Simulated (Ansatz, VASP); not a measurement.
# CsAl20: VASP beside Ansatz, part 2 of 2

Wanted: the spread between two codes on one cell, functional and k mesh. The cell is taken from a series of runs on this material, whose earlier steps may have relaxed, scaled, displaced or heated it; both programs get it as it stands.

VASP 6.6.1 and Ansatz 0.2.0.

So far: Starting point; VASP: single point, PBE.

## Step 3: Ansatz: single point, PBE

Level of this step: Ansatz beside VASP: Kohn-Sham DFT, plane waves, PBE (Ansatz).

Ansatz runs on its default PAW (the set named soft_2) files.

The same cell, functional, mesh and smearing now go to Ansatz, which takes its cutoff from its data sets.

input.yaml reads:

```yaml
crystal:
  lattice:
    - [8.08, 0.0, 0.0]
    - [0.0, 5.713422792, 0.0]
    - [0.0, 0.0, 23.213422792]
  atoms:
    - { symbol: Cs, position: [0.2500158643, 0.0, 0.6820843872] }
    - { symbol: Al, position: [-0.0144766699, 0.0, 0.5633979725] }
    - { symbol: Al, position: [0.5144776356, 0.0, 0.5633959203] }
    - { symbol: Al, position: [0.0013359733, 0.5, 0.5689126824] }
    - { symbol: Al, position: [0.498663954, 0.5, 0.5689125709] }
    - { symbol: Al, position: [0.249999477, 0.2493859677, 0.5095997289] }
    - { symbol: Al, position: [0.7500008605, 0.2568732713, 0.5069507808] }
    - { symbol: Al, position: [0.249999477, 0.7506140323, 0.5095997289] }
    - { symbol: Al, position: [0.7500008605, 0.7431267287, 0.5069507808] }
    - { symbol: Al, position: [0.0, 0.0, 0.446151845] }
    - { symbol: Al, position: [0.5, 0.0, 0.446151845] }
    - { symbol: Al, position: [0.0, 0.5, 0.446151845] }
    - { symbol: Al, position: [0.5, 0.5, 0.446151845] }
    - { symbol: Al, position: [0.25, 0.25, 0.384620389] }
    - { symbol: Al, position: [0.75, 0.25, 0.384620389] }
    - { symbol: Al, position: [0.25, 0.75, 0.384620389] }
    - { symbol: Al, position: [0.75, 0.75, 0.384620389] }
    - { symbol: Al, position: [0.0, 0.0, 0.323088933] }
    - { symbol: Al, position: [0.5, 0.0, 0.323088933] }
    - { symbol: Al, position: [0.0, 0.5, 0.323088933] }
    - { symbol: Al, position: [0.5, 0.5, 0.323088933] }
kpoints:
  mp_grid: { grid: [6, 8, 1] }
scf:
  occupations: { method: fermi_dirac, width: 0.05 }
  n_extra_bands: 28
hamiltonian:
  xc: pbe
  pseudopotentials: { kind: paw }
output:
  forces: true
  write_potential: true
  volumetric_format: []
  efg: { contact_densities: true }
  dos:
    projected:
      site_lists:
        adsorbate: [0]
        layer_1: [1, 2, 3, 4]
        layer_2: [5, 6, 7, 8]
        layer_3: [9, 10, 11, 12]
        other_layers: [13, 14, 15, 16, 17, 18, 19, 20]
    de: 0.05
    e_range: [-30, 12]
    method: { smearing: { sigma: 0.15, scheme: gaussian } }
  eigenstates:
    kpoints:
      - [0.0, 0.0, 0.0]
      - [-0.125, 0.0, 0.0]
      - [-0.25, 0.0, 0.0]
      - [-0.375, 0.0, 0.0]
      - [0.5, 0.0, 0.0]
      - [0.375, 0.0, 0.0]
      - [0.25, 0.0, 0.0]
      - [0.125, 0.0, 0.0]
      - [0.0, 0.1, 0.0]
      - [0.0, 0.2, 0.0]
      - [0.0, 0.3, 0.0]
      - [0.0, 0.4, 0.0]
      - [0.0, 0.5, 0.0]
      - [0.0, -0.4, 0.0]
      - [0.0, -0.3, 0.0]
      - [0.0, -0.2, 0.0]
      - [0.0, -0.1, 0.0]
    e_range: [-8.0, 4.0]
    unfold:
      supercell_matrix: [[2, 0, 0], [0, 2, 0], [0, 0, 1]]
      layers:
        axis: 3
        edges: [0.150775, 0.430768, 0.430868, 0.568828, 0.568928, 0.854397]
efield:
  axis: 3
  dipole_correction: true
```

Command:

```console
$ ansatz run input.yaml --threads 4 --pin off --max-ram 12288MiB --backend cpu --events-out ev --progress --plain --runs-dir out
```

Numbers of over 12 decimals in the logs are rounded to 6 here.

Log:

```text
Warning: at least one further symmetry operation maps every atom of the structure, as the run holds it, onto an atom to within 3.01e-5 (fractional), and is not used: no operation is sought that the atoms, as the run holds them, miss by more than 2.00e-5, twice crystal.symmetry.tolerance (1.0e-5). The run uses 2 unitary operations. The run imposes no operation that its atoms and lattice do not hold. Figures that only  [...]
scf.n_extra_bands = 28 over 35 filled bands (N_el = 69.0): the run solves 63 bands
Cs: output.efg is read without spin–orbit coupling, which moves field gradients at and beside such atoms by some per cent and up to a factor of two; PAW files take it under magnetization.noncollinear and magnetization.spin_orbit
Engine: ansatz 0.2.0, x86_64-unknown-linux-gnu
Pseudopotentials: kind: paw
Pseudopotential: Cs, paw, valence charge 9, recommended cutoff 420 eV (normal), Cs.paw.azcp
Pseudopotential: Al, paw, valence charge 3, recommended cutoff 420 eV (normal), Al.paw.azcp
Functional definition: PBE
  parameter kappa = 0.804
  parameter beta = 0.066725
  exchange = pbe_x(kappa = kappa, mu = beta*pi^2/3)
  correlation = pbe_c(beta = beta)
Crystal: 21 atoms, lattice volume = 1071.635 Å³
Basis set: ecut = 420 eV, 20969 PW (Γ), exchange–correlation on 120×80×320 points (8 copies of the dense FFT grid, shifted against one another)
Bands: 63, of which v1, the nominal top of the filled ones, is band 35 counted from 1 (34 counted from 0)
Symmetry: 2 space group operations
Space group: Pm (ITA 6), of the structure as read, at distance tolerance 1.0e-4 Å
k-points: 20 of 48 (time reversal used)
Non-local potential: Cs, projectors of the file, l = 0: 3, l = 1: 2, l = 2: 2, l = 3: 2
Non-local potential: Al, projectors of the file, l = 0: 2, l = 1: 2, l = 2: 1
PAW form: soft (Blöchl's): semilocal exchange-correlation on the pseudo side does not see the compensation charge
PAW one-centre angular grid: Cs, 194 points (default); XC on 64 Gauss nodes
PAW one-centre angular grid: Al, 110 points (default); XC on 64 Gauss nodes
Initial density: superposition of atomic densities (neutral atoms: chi_scale 0, normalization atom), corrected by the library's trained network
Initial wavefunctions: pseudopotential atomic-orbital guess
Functional: x = pbe(κ = 0.804, μ = 0.219515), c = pbe(β = 0.066725)
SCF iter   1: F=—  HF=-16416.009932 eV  |F-HF|=—  |Δ(HF+E_count)|=         —  Δρ=1.23e-3  dr2=6.29e-2  ethr=1.77e-3  p=0.698 e·Å  D=1.18e-1 V/Å  ΔV_dip=-2.74 eV  dr2_dipole=2.74e-2  V_vac-E_F(+/−)=1.22/3.96 eV  ⟨swp⟩=15.1  Hψ=11141  notcnv=0  defer=122
efield: sawtooth ramp at fractional position 0.9526 (placed from the atoms, in the widest stretch of the axis that holds none; the zero of the levels goes with the place), width 0.1000; the density the first Hamiltonian is built on has a dipole p = 0.698 e·Å; the dipole correction subtracts the counter field D = 1.18e-1 V/Å, which shifts the + side's vacuum level by -2.74 eV against the − side's; the planar-averaged density in the ramp window peaks in size at 8.3e-5 e/Å³
preconditioner: auto → LDOS  [metal: Δε(μ)=0.020 eV  Ē_g=6.751 eV  σ=0.050 eV  W_gap=0.10  n_scr=90 (ndim 8)  ℏωp=9.3 eV  f_vac=0.504  D(μ)=11.14/eV (n_scr^D=46)  β→1.0]
SCF iter   2: F=—  HF=-16416.017985 eV  |F-HF|=—  |Δ(HF+E_count)|=   8.05e-3  Δρ=4.59e-4  dr2=1.23e-2  ethr=9.12e-5  p=0.673 e·Å  D=1.14e-1 V/Å  ΔV_dip=-2.64 eV  dr2_dipole=2.59e-3  V_vac-E_F(+/−)=1.27/3.91 eV  ⟨swp⟩=3.9  Hψ=2687  notcnv=0  defer=246
SCF iter   3: F=—  HF=-16416.018292 eV  |F-HF|=—  |Δ(HF+E_count)|=   3.07e-4  Δρ=1.63e-4  dr2=1.68e-3  ethr=1.79e-5  p=0.665 e·Å  D=1.12e-1 V/Å  ΔV_dip=-2.61 eV  dr2_dipole=1.04e-3  V_vac-E_F(+/−)=1.32/3.92 eV  ⟨swp⟩=2.5  Hψ=1859  notcnv=0  defer=246
SCF iter   4: F=—  HF=-16416.018158 eV  |F-HF|=—  |Δ(HF+E_count)|=   1.34e-4  Δρ=5.44e-5  dr2=1.22e-4  ethr=2.43e-6  p=0.651 e·Å  D=1.10e-1 V/Å  ΔV_dip=-2.55 eV  dr2_dipole=1.66e-5  V_vac-E_F(+/−)=1.36/3.91 eV  ⟨swp⟩=2.0  Hψ=1982  notcnv=0  defer=246
SCF iter   5: F=—  HF=-16416.018158 eV  |F-HF|=—  |Δ(HF+E_count)|=   2.43e-8  Δρ=1.71e-5  dr2=1.76e-5  ethr=1.76e-7  p=0.651 e·Å  D=1.10e-1 V/Å  ΔV_dip=-2.55 eV  dr2_dipole=5.16e-6  V_vac-E_F(+/−)=1.36/3.91 eV  ⟨swp⟩=2.0  Hψ=1767  notcnv=0  defer=246
[...]
SCF converged after 8 iterations
Free energy (F): -16416.018335 eV
Harris-Foulkes:  -16416.018335 eV  (|F-HF|=2.78e-9)
Internal energy: -16415.926835 eV  (E = F + TS)
E sigma→0 (E₀):  -16415.972585 eV
Entropy (-TS):   -0.091500 eV (-4.357 meV/atom)
Fermi energy:    1.090195 eV
Dipole field:    D = 0.109596 V/Å  (p = 0.649050 e·Å, saw-weighted, corrected)
Work function:   Φ+ = 1.3687 eV   Φ− = 3.9131 eV
Levels:          The Fermi level and band energies are counted from a zero that moves with the ramp; work functions are not
Vacuum region:   at the solve's end the planar-averaged density reaches 1.27e-5 e/Å³ inside the ramp window [0.9095, 0.0957] (bound 1e-5 e/Å³)
--- Per-component energies (eV) ---
  E_band       = -283.657935
  E_kinetic    = 573.092167
  E_local      = -13562.339892  (includes V_loc(G=0)·N_el)
  E_nonlocal   = 240.864047
  E_hartree    = 6619.706823
  E_xc         = -954.240306
  E_vxc        = -685.676596  (∫ρ·V_xc dr)
  E_paw        = -14412.972263  (= ΣΔE_a)
  E_vpaw       = -93.670085  (= ΣTr[D̂ρ^β])
  E_aug_tail   = -0.000044  (compensation charges beyond the density's cutoff)
  E_efield     = 0.035566  (sawtooth field / dipole correction)
  E_vefield    = 4.651064  (∫n·V_field dr)
  E_ewald      = 5079.927066
  E_smearing   = -0.091500  (= −TS)
  E_closure    = -0.000000  (closes the sum)
  Σ components = -16416.018335   (vs F -16416.018335, Δ=0.00e0)
--- Forces (eV/Å), atoms counted from 1 ---
  atom   1  Cs    -0.00008212     0.00000000    -0.00571921
  atom   2  Al    -0.02183390     0.00000000    -0.10261156
  atom   3  Al     0.02186082     0.00000000    -0.10258470
  atom   4  Al     0.02638716     0.00000000    -0.07399396
  atom   5  Al    -0.02637691     0.00000000    -0.07399789
  atom   6  Al     0.00000983     0.00483219    -0.01945417
  atom   7  Al     0.00000311    -0.00351032    -0.02148571
  atom   8  Al     0.00000983    -0.00483219    -0.01945417
  atom   9  Al     0.00000311     0.00351032    -0.02148571
  atom  10  Al     0.01127158     0.00000000    -0.22460759
  atom  11  Al    -0.01126502     0.00000000    -0.22470104
  atom  12  Al     0.10917384     0.00000000    -0.00023697
  atom  13  Al    -0.10916714     0.00000000    -0.00021554
  atom  14  Al    -0.00000287    -0.00850249    -0.05448876
  atom  15  Al     0.00000422    -0.04740854    -0.12346769
  atom  16  Al    -0.00000287     0.00850249    -0.05448876
  atom  17  Al     0.00000422     0.04740854    -0.12346769
  atom  18  Al    -0.01333124     0.00000000     0.30786904
  atom  19  Al     0.01333080     0.00000000     0.30786913
  atom  20  Al     0.01914917     0.00000000     0.31533120
  atom  21  Al    -0.01914581     0.00000000     0.31534756
  max |Σ_I F_I| component: 4.42e-5 eV/Å
--- PAW observables at the nuclei: V_zz in 10²¹ V/m², potentials from the cell's mean, atoms counted from 1 ---
  atom   1  Cs V_zz =    +1.615568   η = 0.2225   by run symmetry: allowed
            electrostatic potential = -9365.928681 V   contact ρ = 1900616.679898 e/Å³
  atom   2  Al V_zz =    +1.039542   η = 0.1770   by run symmetry: allowed
            electrostatic potential = -1221.611998 V   contact ρ = 10089.781163 e/Å³
  atom   3  Al V_zz =    +1.039445   η = 0.1769   by run symmetry: allowed
            electrostatic potential = -1221.612084 V   contact ρ = 10089.781115 e/Å³
  atom   4  Al V_zz =    -1.000830   η = 0.6128   by run symmetry: allowed
            electrostatic potential = -1221.335973 V   contact ρ = 10090.007489 e/Å³
  atom   5  Al V_zz =    -1.000787   η = 0.6128   by run symmetry: allowed
            electrostatic potential = -1221.335986 V   contact ρ = 10090.007460 e/Å³
  atom   6  Al V_zz =    -0.593270   η = 0.8219   by run symmetry: allowed
            electrostatic potential = -1221.382738 V   contact ρ = 10087.330006 e/Å³
  atom   7  Al V_zz =    -0.590131   η = 0.7498   by run symmetry: allowed
            electrostatic potential = -1221.544604 V   contact ρ = 10087.053078 e/Å³
  atom   8  Al V_zz =    -0.593270   η = 0.8219   by run symmetry: allowed
            electrostatic potential = -1221.382738 V   contact ρ = 10087.330006 e/Å³
  atom   9  Al V_zz =    -0.590131   η = 0.7498   by run symmetry: allowed
            electrostatic potential = -1221.544604 V   contact ρ = 10087.053078 e/Å³
  atom  10  Al V_zz =    -0.810593   η = 0.0397   by run symmetry: allowed
            electrostatic potential = -1221.461300 V   contact ρ = 10086.595630 e/Å³
  atom  11  Al V_zz =    -0.810734   η = 0.0398   by run symmetry: allowed
            electrostatic potential = -1221.461319 V   contact ρ = 10086.595648 e/Å³
  atom  12  Al V_zz =    -0.439385   η = 0.2844   by run symmetry: allowed
            electrostatic potential = -1221.410183 V   contact ρ = 10086.676558 e/Å³
  atom  13  Al V_zz =    -0.439399   η = 0.2844   by run symmetry: allowed
            electrostatic potential = -1221.410172 V   contact ρ = 10086.676561 e/Å³
  atom  14  Al V_zz =    +0.681659   η = 0.9461   by run symmetry: allowed
            electrostatic potential = -1221.385098 V   contact ρ = 10087.272852 e/Å³
  atom  15  Al V_zz =    -0.522934   η = 0.8983   by run symmetry: allowed
            electrostatic potential = -1221.402432 V   contact ρ = 10087.164928 e/Å³
  atom  16  Al V_zz =    +0.681659   η = 0.9461   by run symmetry: allowed
            electrostatic potential = -1221.385098 V   contact ρ = 10087.272852 e/Å³
  atom  17  Al V_zz =    -0.522934   η = 0.8983   by run symmetry: allowed
            electrostatic potential = -1221.402432 V   contact ρ = 10087.164928 e/Å³
  atom  18  Al V_zz =    -1.628721   η = 0.6976   by run symmetry: allowed
            electrostatic potential = -1221.267311 V   contact ρ = 10090.647688 e/Å³
  atom  19  Al V_zz =    -1.628738   η = 0.6976   by run symmetry: allowed
            electrostatic potential = -1221.267309 V   contact ρ = 10090.647694 e/Å³
  atom  20  Al V_zz =    -1.722457   η = 0.6600   by run symmetry: allowed
            electrostatic potential = -1221.261395 V   contact ρ = 10090.761146 e/Å³
  atom  21  Al V_zz =    -1.722503   η = 0.6600   by run symmetry: allowed
            electrostatic potential = -1221.261383 V   contact ρ = 10090.761158 e/Å³
--- Band table (eV; the first three rows and the last of 20) ---
  k-point 0: bands = [... 31 lower, 0.1221, 0.2470, 0.2845, 0.8841, 1.2846, 1.3872, 1.5252, 1.6632, ... 24 higher]
  k-point 1: bands = [... 31 lower, 0.3020, 0.3116, 0.4200, 0.7627, 0.8431, 1.0017, 1.5897, 1.7123, ... 24 higher]
  k-point 2: bands = [... 31 lower, 0.4083, 0.5039, 0.6345, 0.9872, 1.1667, 1.3988, 1.4564, 1.5704, ... 24 higher]
  k-point 19: bands = [... 31 lower, 0.4670, 0.8395, 0.9406, 0.9527, 0.9642, 1.9562, 1.9781, 2.1201, ... 24 higher]
```

## Step 4: Differences

Known differences besides the potentials themselves: the cutoff is 420 eV in Ansatz and 400 eV in VASP (PREC = Accurate, projectors in real space); VASP leaves aspherical gradient terms in its spheres out (LASPH is not set), Ansatz keeps them. Total energies have different zeros and are not compared.

Compared:

```csv
quantity,Ansatz,VASP,difference
"work function, lower of the two faces (eV)",1.37,1.36,0.00
"work function, higher of the two faces (eV)",3.91,3.92,0.00
```

Forces on 10 of the 21 atoms, those with the largest forces and the largest differences (eV/Å; atoms numbered as in POSCAR):

```csv
atom,"Ansatz x, y, z","VASP x, y, z"
Cs1,"0.000, 0.000, -0.006","0.000, 0.000, 0.004"
Al2,"-0.022, 0.000, -0.103","-0.026, 0.000, -0.109"
Al3,"0.022, 0.000, -0.103","0.026, 0.000, -0.109"
Al10,"0.011, 0.000, -0.225","0.011, 0.000, -0.225"
Al11,"-0.011, 0.000, -0.225","-0.011, 0.000, -0.225"
Al15,"0.000, -0.047, -0.123","0.000, -0.047, -0.122"
Al18,"-0.013, 0.000, 0.308","-0.013, 0.000, 0.310"
Al19,"0.013, 0.000, 0.308","0.013, 0.000, 0.310"
Al20,"0.019, 0.000, 0.315","0.019, 0.000, 0.317"
Al21,"-0.019, 0.000, 0.315","-0.019, 0.000, 0.317"
```

The forces differ by 2.1 meV/Å r.m.s., which is 2.1 % of the r.m.s. force of 0.10 eV/Å (both taken over all components).

## Step 5: What came out

```yaml
r_m_s_force_difference_single_point_pbe: 2.1 meV/Å
```

What this shows: The r.m.s. force difference is 2.1 meV/Å (single point, PBE), within the 12 meV/Å picked in this series as the mark of a large difference. How closely two codes agree says nothing of how well the functional describes the real material.

[Lines on the potential files, build, host, timing and source positions are cut from VASP's logs without a mark.]

[Logs are printed without paths, hosts, clocks, repeated set-up lines and the standing remarks that a program may print on its own settings, such as how far it seeks lower states.]

[Hosts, paths, dates, database ids (printed as entryN), source tags and the programs' standing remarks are cut or masked in the printed files.]
